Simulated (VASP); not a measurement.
Input of a VASP 6.6.1 run:

INCAR

```
  ALGO = Normal
  EDIFF = 1E-7
  ENCUT = 520
  ISIF = 2
  ISMEAR = 1
  LASPH = T
  LCHARG = F
  LREAL = F
  LWAVE = F
  NBANDS = 20
  NELM = 100
  PREC = Accurate
  SIGMA = 0.05
```

Contents of KPOINTS:

```
k-points
0
Gamma
  5 5 5
```

The input POSCAR:

```
CaH3Pd
1.0
    3.7067161900      0.0000000000      0.0000000000
    0.0000000000      3.7067161900      0.0000000000
    0.0000000000      0.0000000000      3.7067161900
Ca H Pd
1 3 1
Direct
    0.5000000000      0.5000000000      0.5000000000
    0.5000000000      0.0000000000      0.0000000000
    0.0000000000      0.5000000000      0.0000000000
    0.0000000000      0.0000000000      0.5000000000
    0.0000000000      0.0000000000      0.0000000000
```

Potentials or basis: VASP PAW LDA potentials, release 64 (Ca_sv, H, Pd).

Command:

```console
$ cat potpaw_LDA.64/Ca_sv/POTCAR potpaw_LDA.64/H/POTCAR potpaw_LDA.64/Pd/POTCAR > POTCAR
$ mpirun -np 1 vasp_std > vasp.out
```

Q: What does it give for the band gap on the k mesh?

A: None (metal or under the smearing width).

Q: Estimate the pressure.

A: -4.6 GPa.
